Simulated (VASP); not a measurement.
Data:

```xyz
2
Lattice="0.0000 2.4325 2.4325 2.4325 0.0000 2.4325 2.4325 2.4325 0.0000" Properties=species:S:1:pos:R:3 pbc="T T T"
B      1.2163     1.2163     1.2163
As     0.0000     0.0000     0.0000
```

Calculation: HSE06 screened hybrid, VASP's PBE PAW potentials (set 64) (plane waves; VASP). Settings: 400 eV cut-off, 9×9×9 Γ-centred mesh, Gaussian smearing of 0.020 eV, potentials B As.

At this cut-off the stress carries a Pulay error, which pulls relaxed volumes low.

### Question
Give the stress tensor in GPa (positive for a compressed cell).

### Answer

```
-7.71   0.00   0.00
 0.00  -7.71   0.00
 0.00   0.00  -7.71
```
The pressure is its mean diagonal, -7.71 GPa.

The structure comes from a computed database's BAs entry; how it stands against other phases isn't given here. The cell was not relaxed at this level.
